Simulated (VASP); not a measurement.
RhN, 2 atoms in the cell. It takes space group Pm-3m (No. 221, cubic). The conventional cell has a = 2.666 Å, b = 2.666 Å, c = 2.666 Å, α = 90.00°, β = 90.00°, γ = 90.00°. Rh (site symmetry m-3m) is surrounded by 8 N at 2.31 Å. N (site symmetry m-3m) has 8 Rh at 2.31 Å as nearest neighbours. The cell comes from a database or a generator and needn't be the stable form of this composition.

```yaml
Program: VASP 6.6.1
Task: relaxation of cell and atoms
Functional: PBE
Potentials_or_basis: VASP PAW PBE potentials, release 64 (Rh_pv, N)
Cutoff: 600 eV
k_mesh: 10 × 10 × 10
Occupations: fermi-dirac, width 0.05 eV
Spin: no spin polarisation
Target_pressure: 30 GPa
Further_INCAR_settings: ALGO = Normal; EDIFF = 1e-06; IBRION = 2; EDIFFG = -0.02; NSW = 40; ISIF = 3
Target_pressure: 30 GPa
```

Potentials or basis: VASP PAW PBE potentials, release 64 (Rh_pv, N).

Run with:

```console
$ cat potpaw_PBE.64/Rh_pv/POTCAR potpaw_PBE.64/N/POTCAR > POTCAR
$ mpirun -np 1 vasp_std > vasp.out
```

Hardware: 1 thread of Intel(R) Xeon(R) 6975P-C (Granite Rapids) (shared host).

Q: How long does it take, and how much memory?

A: It took 29 s on 1 thread of Intel(R) Xeon(R) 6975P-C (Granite Rapids), on a shared host, peak memory 0.16 GiB. Counts: scf iterations 39, k points 56, ion steps 4.
